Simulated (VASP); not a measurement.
Take InP (zinc blende), with a static lattice, in VASP with PAW potentials, and its bulk modulus.

Q: One run gives 69.3 GPa. Which level is it?
(A) HSE06
(B) optB88-vdW
(C) PBE-D4
(D) PBE-D3(BJ)

A: A, HSE06.  The others give 65.0 (PBE-D3(BJ)), 65.3 (PBE-D4), 59.8 (optB88-vdW).

Only levels that ran to the end are used. Left out are those held back, those with too coarse a band path, GW runs whose mesh misses a band edge, hybrids' fits of cells that aren't cubic and levels without matching references; a question may draw on a part of the rest.

The compound is InP in the zinc blende structure.
